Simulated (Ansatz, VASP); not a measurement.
# Sn in two plane-wave programs

Wanted: the spread between two codes on one cell, functional and k mesh. The structure shown is the start of the Ansatz relaxation below; VASP solves that cell, so the two are compared at the walk's first step.

Calculated with Ansatz 0.2.0; plane waves, with VASP 6.6.1 beside it; single point at PBEsol.

## (1) Starting point

It takes space group Imma (No. 74, orthorhombic). Conventional cell: a = 4.618 Å, b = 4.764 Å, c = 6.478 Å, α = 90.00°, β = 90.00°, γ = 90.00°. Sn has 4 Sn at 2.83 to 2.87 Å nearest.

## (2) Ansatz: relaxation, PBEsol

Ansatz runs on its PAW soft_1 files.

The two programs are compared at the cell with which this relaxation starts, whose forces are those of its first step.

The input, input.yaml:

```yaml
crystal:
  lattice:
    - [0.0515859986, 3.3168099117, 3.2390129005]
    - [3.3168099117, 0.0515859986, 3.2390129005]
    - [3.3683959102, 3.3683959102, -1.0e-10]
  atoms:
    - { symbol: Sn, position: [0.5019319298, 0.5019319298, 0.4980680702] }
    - { symbol: Sn, position: [0.7480680702, 0.7480680702, 0.7519319298] }
  conventional_axes: [[0, 0, 1], [1, -1, 0], [1, 1, -1]]
kpoints:
  mp_grid: { grid: [12, 12, 12] }
hamiltonian:
  xc: pbesol
  pseudopotentials: { kind: paw, azcp: { folder: soft_1 }, xc_functional: pbe }
scf:
  occupations: { method: methfessel_paxton, width: 0.2 }
output:
  forces: true
  stress: true
  eigenvalues: true
relax:
  adjacent_minimum: "off"
  f_tol: 0.001
  max_steps: 60
  cell: { stress_tol: 0.01, fix: [a, angles] }
```

Command:

```console
ansatz run input.yaml --threads 4 --pin off --max-ram 10240MiB --backend cpu --events-out ev --progress --plain --runs-dir out
```

Numbers of over 12 decimals in the logs are rounded to 6 here.

The log of the run:

```text
Engine: ansatz 0.2.0, x86_64-unknown-linux-gnu
Pseudopotentials: kind: paw
Pseudopotential: Sn, paw, valence charge 14, recommended cutoff 420 eV (normal), soft_1/Sn.paw.azcp
Functional definition: PBEsol
  exchange = pbesol_x
  correlation = pbesol_c
Crystal: 2 atoms, lattice volume = 71.249 Å³
Basis set: ecut = 420 eV, 1407 PW (Γ), exchange–correlation on 64×64×64 points (8 copies of the dense FFT grid, shifted against one another)
Bands: 18, of which v1, the nominal top of the filled ones, is band 14 counted from 1 (13 counted from 0)
Symmetry: 8 space group operations
Space group: Imma (ITA 74), of the structure as read, at distance tolerance 4.1e-5 Å
k-points: 280 of 1728
Non-local potential: Sn, projectors of the file, l = 0: 2, l = 1: 2, l = 2: 2, l = 3: 1
PAW form: soft (Blöchl's): semilocal exchange-correlation on the pseudo side does not see the compensation charge
PAW frozen core: Sn, regenerated for the run's functional, and the local potential with it (the file was generated under x = pbe(κ = 0.804, μ = 0.219515), c = pbe(β = 0.066725))
PAW one-centre angular grid: Sn, 590 points (default); XC on 64 Gauss nodes
Initial density: superposition of atomic densities (chi_scale 0.1, normalization cell)
Initial wavefunctions: pseudopotential atomic-orbital guess
Functional: x = pbesol(κ = 0.804, μ = 0.123457), c = pbesol(β = 0.046)
SCF iter   1: F=—  HF=-11899.702374 eV  |F-HF|=—  |Δ(HF+E_count)|=         —  Δρ=2.06e-2  dr2=3.22e-1  ethr=3.10e-3  ⟨swp⟩=5.5  Hψ=26272  notcnv=0
preconditioner: auto → Kerker (q_TF=auto, 2.335 Å⁻¹)  [metal: Δε(μ)=0.015 eV  Ē_g=19.793 eV  σ=0.200 eV  W_gap=0.06  n_scr=14 (ndim 8)  ℏωp=23.3 eV  f_vac=0.011  D(μ)=0.17/eV (n_scr^D=0)]
SCF iter   2: F=—  HF=-11899.662687 eV  |F-HF|=—  |Δ(HF+E_count)|=   3.97e-2  S|Δr|=    0.00e0  Δρ=1.34e-2  dr2=1.54e-1  ethr=1.15e-3  ⟨swp⟩=1.0  Hψ=7280  notcnv=0
SCF iter   3: F=—  HF=-11899.633067 eV  |F-HF|=—  |Δ(HF+E_count)|=   2.96e-2  S|Δr|=    0.00e0  Δρ=2.46e-3  dr2=1.25e-2  ethr=5.51e-4  ⟨swp⟩=1.0  Hψ=5040  notcnv=0
SCF iter   4: F=—  HF=-11899.633825 eV  |F-HF|=—  |Δ(HF+E_count)|=   7.57e-4  S|Δr|=    0.00e0  Δρ=1.32e-3  dr2=2.55e-3  ethr=4.45e-5  ⟨swp⟩=2.0  Hψ=6138  notcnv=0
SCF iter   5: F=—  HF=-11899.634982 eV  |F-HF|=—  |Δ(HF+E_count)|=   1.16e-3  S|Δr|=    0.00e0  Δρ=2.81e-4  dr2=7.41e-5  ethr=9.11e-6  ⟨swp⟩=2.0  Hψ=6166  notcnv=0
SCF iter   6: F=—  HF=-11899.635061 eV  |F-HF|=—  |Δ(HF+E_count)|=   7.86e-5  S|Δr|=    0.00e0  Δρ=5.46e-5  dr2=1.60e-6  ethr=2.65e-7  ⟨swp⟩=2.1  Hψ=6434  notcnv=0
SCF iter   7: F=-11899.635068 eV  HF=-11899.635068 eV  |F-HF|=1.82e-7  |Δ(HF+E_count)|=   7.04e-6  S|Δr|=    0.00e0  Δρ=1.12e-5  dr2=9.23e-8  ethr=3.57e-10  ⟨swp⟩=6.2  Hψ=27907  notcnv=0
SCF 1 converged in 7 iterations: F = -11899.635068 eV  dr2 = 9.23e-8
  greatest PAW one-centre occupation: 0.991 electrons in one spin orbital (limit 2), on the Sn atom at site 1 (counted from 0), in its partial waves of l = 2
relax step   1: F+E_penalty+E_count = -11899.63506827 eV  Δ(F+E_penalty+E_count) = +0.000e0 eV  max|allowed force component| = 7.238e-2 eV/Å  Δτ_max = 0.0000 Å  P = -0.730 GPa  Ω = 71.249 Å³  fix = [a, alpha, beta, gamma]  reactions: a -1.926 GPa  (7 SCF iters, dr2 threshold 1.00e-7 eV, accepted)
[...]
relax step   3: F+E_penalty+E_count = -11899.63573542 eV  Δ(F+E_penalty+E_count) = -6.672e-4 eV  max|allowed force component| = 7.184e-3 eV/Å  Δτ_max = 0.0053 Å  P = -0.622 GPa  Ω = 71.024 Å³  energy of the carried Pulay correction = +9.177e-6 eV  fix = [a, alpha, beta, gamma]  reactions: a -1.691 GPa  (10 SCF iters, accepted)
[...]
relax step   4: F+E_penalty+E_count = -11899.63582091 eV  Δ(F+E_penalty+E_count) = -8.549e-5 eV  max|allowed force component| = 4.792e-4 eV/Å  Δτ_max = 0.0004 Å  P = -0.543 GPa  Ω = 70.874 Å³  energy of the carried Pulay correction = +1.529e-5 eV  fix = [a, alpha, beta, gamma]  reactions: a -1.606 GPa  (4 SCF iters, dr2 threshold 4.70e-8 eV, accepted)
[...]
relax step   5: F+E_penalty+E_count = -11899.63582214 eV  Δ(F+E_penalty+E_count) = -1.231e-6 eV  max|allowed force component| = 1.139e-4 eV/Å  Δτ_max = 0.0001 Å  P = -0.535 GPa  Ω = 70.859 Å³  energy of the carried Pulay correction = +1.590e-5 eV  fix = [a, alpha, beta, gamma]  reactions: a -1.603 GPa  (4 SCF iters, dr2 threshold 5.33e-10 eV, accepted)
[...]
relax step   6: F+E_penalty+E_count = -11899.63580673 eV  Δ(F+E_penalty+E_count) = +1.542e-5 eV  max|allowed force component| = 1.125e-4 eV/Å  Δτ_max = 0.0000 Å  P = -0.535 GPa  Ω = 70.859 Å³  fix = [a, alpha, beta, gamma]  reactions: a -1.603 GPa  stress off target by 1.22e-3 GPa on what of the cell is left free  SCF on the basis re-selected at this cell (its energy is not comparable with the rows above)  (6 SCF iters)
basis re-selected at this cell: Δ(F+E_penalty+E_count) = +1.542e-5 eV, ΔP = -0.000 GPa vs the last step (what re-selecting the basis moved, of the pressure what is left beyond the Pulay correction that the steps carried, after the strain that the cell walked since its last selection, with what the two solves' SCF thresholds leave and, on support functions, any second-order correction that the steps lacked; it is no m [...]
SCF converged after 6 iterations
Stability not checked: this state was not tested for a lower state beside it, because cold or Methfessel-Paxton smearing, or corrected tetrahedra, fill the levels in a way that the test cannot read (fill_not_monotonic; see scf.lower_state_search)
Free energy (F): -11899.635807 eV
Harris-Foulkes:  -11899.635807 eV  (|F-HF|=0.00e0)
Internal energy: -11899.635925 eV  (E = F + TS)
E sigma→0 (E₀):  -11899.635836 eV
Entropy (-TS):   0.000118 eV (0.059 meV/atom)
Fermi energy:    7.262340 eV
--- Per-component energies (eV) ---
  E_band       = -260.617246
  E_kinetic    = 336.383137
  E_local      = -2665.849132  (includes V_loc(G=0)·N_el)
  E_nonlocal   = 293.748420
  E_hartree    = 1291.791978
  E_xc         = -248.740917
  E_vxc        = -160.006383  (∫ρ·V_xc dr)
  E_paw        = -8592.549725  (= ΣΔE_a)
  E_vpaw       = -648.477810  (= ΣTr[D̂ρ^β])
  E_aug_tail   = 0.000581  (compensation charges beyond the density's cutoff)
  E_ewald      = -2314.989946
  E_core_change = 0.569679  (= ΣΔE_core)
  E_smearing   = 0.000118  (= −TS)
  E_closure    = -0.000000  (closes the sum)
  Σ components = -11899.635807   (vs F -11899.635807, Δ=0.00e0)
--- Forces (eV/Å), atoms counted from 1 ---
  atom   1  Sn    -0.00000000    -0.00000000    -0.00011255
  atom   2  Sn     0.00000000     0.00000000     0.00011255
  max |Σ_I F_I| component: 1.73e-18 eV/Å
--- Stress (GPa, compression-positive) ---
       -0.802018      -0.800796       0.000000
       -0.800796      -0.802018       0.000000
        0.000000       0.000000      -0.000808
  P = ⅓ Tr σ = -0.5349 GPa (-5.349 kbar)
--- Band table (eV; the first three rows and the last of 280) ---
  k-point 0: bands = [... 10 lower, -3.1159, 6.3038, 7.1853, 7.4241, 7.4721, 9.3662, 9.3736, 9.5491]
  k-point 1: bands = [... 10 lower, -3.0525, 5.5156, 7.2513, 7.2885, 7.6833, 9.4854, 9.6769, 9.7127]
  k-point 2: bands = [... 10 lower, -2.8652, 4.3343, 6.9929, 6.9939, 7.7722, 9.8425, 10.0546, 10.5065]
  k-point 279: bands = [... 10 lower, -0.1276, -0.0238, 4.6823, 4.9737, 7.7565, 8.1670, 14.6778, 14.8684]
--- Relaxed structure (5 steps of the walk, 4 accepted, 1 SCFs on fresh bases) ---
  F+E_penalty+E_count = -11899.63580673 eV   max|allowed force component| = 1.125e-4 eV/Å   (the final SCF, on the basis selected at the relaxed cell)
  cell:  # Å, volume = 70.8591 Å³
    - [0.052290, 3.316106, 3.222677]
    - [3.316106, 0.052290, 3.222677]
    - [3.3683959102, 3.3683959102, -1.019976380911532e-10]
  atoms:
    - { symbol: Sn, position: [0.502832, 0.502832, 0.497168] }
    - { symbol: Sn, position: [0.747168, 0.747168, 0.752832] }
```

## (3) VASP: single point, PBEsol, start cell, pair 1

The same cell, functional, mesh and smearing now go to VASP, with its own data sets.

Lines of VASP's logs that name or quote its potential files are left out, and so is its time.

The input, INCAR:

```
SYSTEM = Sn
PREC = Accurate
ENCUT = 400
EDIFF = 1E-06
NELM = 120
ISMEAR = 1
SIGMA = 0.2
LREAL = .FALSE.
ALGO = Normal
GGA = PS
NBANDS = 20
LORBIT = 11
LWAVE = .FALSE.
LCHARG = .FALSE.
ISIF = 2
LASPH = .TRUE.
GGA_COMPAT = .FALSE.
KPAR = 2
```

The input, POSCAR:

```
Sn
1.0
    0.0515860000      3.3168100000      3.2390130000
    3.3168100000      0.0515860000      3.2390130000
    3.3683960000      3.3683960000      0.0000000000
Sn
2
Direct
    0.5019319157      0.5019319157      0.4980680843
    0.7480680071      0.7480680071      0.7519319929
```

The input, KPOINTS:

```
Automatic mesh
0
Gamma
12 12 12
0 0 0
```

Potentials, in the order of the species: Sn_d (PBE family, release 64).

Command:

```console
mpirun -np 2 vasp_std
```

The log of the run:

```text
[banner, memory and clock lines left out]
running    2 mpi-ranks, on    1 nodes
 distrk:  each k-point on    1 cores,    2 groups
 distr:  one band on    1 cores,    1 groups

 POSCAR found type information on POSCAR Sn
 POSCAR found :  1 types and       2 ions
|                                                                             |
|               ----> ADVICE to this user running VASP <----                  |
|                                                                             |
|     You enforced a specific xc type in the INCAR file but a different       |
|     [... a line on the potential file left out ...]
|     I HOPE YOU KNOW WHAT YOU ARE DOING!                                     |
|                                                                             |

 LDA part: xc-table for (Slater+PW92), standard interpolation
 POSCAR, INCAR and KPOINTS ok, starting setup
 FFT: planning ... GRIDC
 FFT: planning ... GRID_SOFT
 FFT: planning ... GRID
 WAVECAR not read
 entering main loop
       N       E                     dE             d eps       ncg     rms          rms(c)
DAV:   1     0.206610700462E+03    0.20661E+03   -0.13267E+04 11272   0.173E+03
DAV:   2     0.128271991947E+02   -0.19378E+03   -0.19039E+03 11272   0.397E+02
DAV:   3    -0.789435704026E+01   -0.20722E+02   -0.20612E+02 12896   0.134E+02
DAV:   4    -0.852613576639E+01   -0.63178E+00   -0.63152E+00 12616   0.269E+01
DAV:   5    -0.854723016664E+01   -0.21094E-01   -0.21094E-01 15040   0.469E+00    0.307E+00
DAV:   6    -0.848326746497E+01    0.63963E-01   -0.41786E-02 15092   0.269E+00    0.174E+00
DAV:   7    -0.845264716201E+01    0.30620E-01   -0.51687E-02 12688   0.259E+00    0.164E-01
DAV:   8    -0.845352404445E+01   -0.87688E-03   -0.71595E-03 12220   0.104E+00    0.518E-02
DAV:   9    -0.845376528824E+01   -0.24124E-03   -0.33991E-04 14252   0.151E-01    0.150E-02
DAV:  10    -0.845378844333E+01   -0.23155E-04   -0.29305E-05 12676   0.419E-02    0.518E-03
DAV:  11    -0.845379025834E+01   -0.18150E-05   -0.30173E-06 10072   0.138E-02    0.152E-03
DAV:  12    -0.845379029262E+01   -0.34285E-07   -0.57234E-07  9036   0.828E-03
   1 F= -.84537903E+01 E0= -.84537910E+01  d E =0.221744E-05
```

OUTCAR, selected parts (step 3):

```text
ion  position               nearest neighbor table
   1  0.502  0.502  0.498-   2 2.83   2 2.83   2 2.87   2 2.87
   2  0.748  0.748  0.752-   1 2.83   1 2.83   1 2.87   1 2.87

  LATTYP: Found a body centered orthorhombic cell.
 ALAT       =     4.6177240650
 B/A-ratio  =     1.0315972197
 C/A-ratio  =     1.4028612167

 Subroutine GETGRP returns: Found  8 space group operations
 (whereof  4 operations were pure point group operations)

The static configuration has the point symmetry C_2v.
 The point group associated with its full space group is D_2h.

 Found    280 irreducible k-points:

   k-points           NKPTS =    280   k-points in BZ     NKDIM =    280   number of bands    NBANDS=     20

   dimension x,y,z NGX =    30 NGY =   30 NGZ =   32
   dimension x,y,z NGXF=    60 NGYF=   60 NGZF=   64

   ENCUT  =  400.0 eV  29.40 Ry    5.42 a.u.   7.56  7.56  7.77*2*pi/ulx,y,z

   NELECT =      28.0000    total number of electrons

 k-points in reciprocal lattice and weights: Automatic mesh
   0.00000000  0.00000000  0.00000000       0.001
   0.08333333  0.00000000  0.00000000       0.002
   0.16666667  0.00000000  0.00000000       0.002
   0.25000000 -0.00000000  0.00000000       0.002
   0.33333333  0.00000000  0.00000000       0.002
   0.41666667  0.00000000  0.00000000       0.002
   0.50000000 -0.00000000  0.00000000       0.001
   0.08333333  0.08333333  0.00000000       0.001
   0.16666667  0.08333333  0.00000000       0.002
[...]
0.25000000  0.25000000  0.50000000       0.001
  -0.25000000  0.25000000  0.50000000       0.001

 average (electrostatic) potential at core
       1-101.7035       2-101.7035

 E-fermi :   5.0358

 k-point     1 :       0.0000    0.0000    0.0000
  band No.  band energies     occupation
    ...
      9     -16.1238      2.00000
     10     -16.1192      2.00000
     11      -5.3002      2.00000
     12       4.0553      2.00000
     13       5.0116      1.20335
     14       5.1804      0.06490
     15       5.2337     -0.04798
     16       7.1210     -0.00000
     17       7.1589     -0.00000
     18       7.3511     -0.00000
    ...

 k-point     2 :       0.0833    0.0000    0.0000
  band No.  band energies     occupation
    ...
     10     -16.1096      2.00000
     11      -5.2339      2.00000
     12       3.3743      2.00000
     13       4.8750      1.98226
     14       5.0689      0.72452
     15       5.4404     -0.01484
     16       7.2969     -0.00000
     17       7.3928     -0.00000
     18       7.5387     -0.00000
     19      10.2938      0.00000
    ...

 k-point     3 :       0.1667    0.0000    0.0000
  band No.  band energies     occupation
    ...
     10     -16.0967      2.00000
     11      -5.0375      2.00000
     12       2.2318      2.00000
     13       4.5813      2.00601
     14       4.7726      2.06865
     15       5.4101     -0.02368
     16       7.6687     -0.00000
     17       7.7864     -0.00000
     18       8.2968     -0.00000
     19      11.0709      0.00000
    ...

  Total       -0.4520759     -0.4520759     -0.1521011     -0.4329097      0.0000000      0.0000000
  in kB      -10.1658372    -10.1658372     -3.4202997     -9.7348471      0.0000000      0.0000000
  external PRESSURE =      -7.9173247 kB  Pullay stress =       0.0000000 kB

  energy-cutoff  :      400.00
  volume of cell :       71.25
      direct lattice vectors                 reciprocal lattice vectors
     0.051586000  3.316810000  3.239013000    -0.153128851  0.153128851  0.154368013
     3.316810000  0.051586000  3.239013000     0.153128851 -0.153128851  0.154368013
     3.368396000  3.368396000  0.000000000     0.148438604  0.148438604 -0.154368013

 POSITION                                       TOTAL-FORCE (eV/Angst)
 -----------------------------------------------------------------------------------
      3.36840      3.36840      3.25153        -0.000000     -0.000000      0.070374
      5.05259      5.05259      4.84600         0.000000      0.000000     -0.070374
 -----------------------------------------------------------------------------------
    total drift:                                0.000000      0.000000      0.000000

  FREE ENERGIE OF THE ION-ELECTRON SYSTEM (eV)
  ---------------------------------------------------
  free  energy   TOTEN  =        -8.4537902926 eV

  energy  without entropy=       -8.4537925101  energy(sigma->0) =       -8.45379103

 total charge
# of ion       s       p       d       tot
------------------------------------------
    1        1.170   1.168   9.966  12.303
    2        1.170   1.168   9.966  12.303
--------------------------------------------------
tot          2.339   2.336  19.931  24.606

[... 3 further parts left out ...]
```

The run ends at a pressure of -0.79 GPa, with forces up to 0.070 eV/Å.

## (4) Side by side

Known differences besides the potentials themselves: the cutoff is 420 eV in Ansatz and 400 eV in VASP; Ansatz makes its cores anew for this functional, VASP keeps those of its PBE data sets. Total energies have different zeros and are not compared.

Forces (eV/Å; atoms numbered as in POSCAR):

| atom | Ansatz x, y, z | VASP x, y, z |
| --- | --- | --- |
| Sn1 | 0.000, 0.000, 0.072 | 0.000, 0.000, 0.070 |
| Sn2 | 0.000, 0.000, -0.072 | 0.000, 0.000, -0.070 |

The forces differ by 1.2 meV/Å r.m.s., which is 2.9 % of the r.m.s. force of 0.041 eV/Å (both taken over all components).

[end of part 1 of 2]

[Lines on the potential files, build, host, timing and source positions are cut from VASP's logs without a mark.]

[Logs are printed without paths, hosts, clocks, repeated set-up lines and the standing remarks that a program may print on its own settings, such as how far it seeks lower states.]

[Hosts, paths, dates, database ids (printed as entryN), source tags and the programs' standing remarks are cut or masked in the printed files.]
